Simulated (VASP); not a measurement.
Consider the following.

```
CELL_PARAMETERS angstrom
     -2.07623     2.07623     2.07623
      2.07623    -2.07623     2.07623
      2.07623     2.07623    -2.07623
ATOMIC_POSITIONS crystal
  Nd 0.00000 0.00000 0.00000
```

Calculation: r2SCAN meta-GGA, VASP's PBE PAW potentials (set 64) (plane waves; VASP). Run with 400 eV cut-off, 11×11×11 Γ-centred mesh, first-order Methfessel-Paxton smearing of 0.10 eV, potentials Nd_3.

The 4f electrons are frozen in the core of the lanthanide potential, so 4f levels, which can set the real gap, and their magnetism are missing.

Q: Predict the energy per atom (σ→0), band gap (on the k-mesh) with the smallest direct gap where there is one.

A: 
* **band gap (on the k-mesh)**: none (metal, semimetal or under 0.01 eV)
* **energy per atom (σ→0)**: -29.292 eV/atom

The structure was generated: Nd was put into the bcc type (Im-3m), which need not be its known phase. It was relaxed first. The start is the result of an earlier pass.
